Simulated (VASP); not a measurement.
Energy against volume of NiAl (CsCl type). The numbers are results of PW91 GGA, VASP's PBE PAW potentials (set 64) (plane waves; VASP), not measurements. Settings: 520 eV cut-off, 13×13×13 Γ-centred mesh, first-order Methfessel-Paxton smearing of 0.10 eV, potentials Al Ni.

```
V (Å³/atom)  E (eV/atom)
-----------  -----------
11.397          -5.22371
11.761          -5.24130
12.125          -5.24618
12.489          -5.24027
```

Q: Fit these four points and predict the energy of the run at 12.852 Å³/atom.

A: A cubic in V^(−2/3), the third-order Birch-Murnaghan form, passes through the four points with V0 = 12.10 Å³/atom and B0 = 159 GPa, and gives -5.2252 eV/atom there. The run gave -5.2252 eV/atom, +0.0 meV/atom from the fit; all five points give B0 = 159 GPa.

The compound is NiAl in the CsCl type structure. It was relaxed first. The run is not spin-polarised, so no magnetic state was tried.
